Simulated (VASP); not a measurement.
Finite-displacement phonons of Li (bcc) against the size of the supercell. Level of theory: PBE GGA, VASP's PBE PAW potentials (set 64) (plane waves; VASP).

Negative values stand for imaginary modes; in small cells they may come from force constants cut short.

```tsv
supercell	highest frequency on the path (cm⁻¹)	lowest frequency (cm⁻¹)
1×1×1	0	0
2×2×2	332	0
3×3×3	330	-73
4×4×4	…	…
```

Task: Complete the blanks.

Result: 
- 4×4×4, highest frequency on the path (cm⁻¹): 335
- 4×4×4, lowest frequency (cm⁻¹): 0

Runs of the series that failed, ran out of time, didn't relax or are held back are left out.

The compound is Li in the bcc structure.
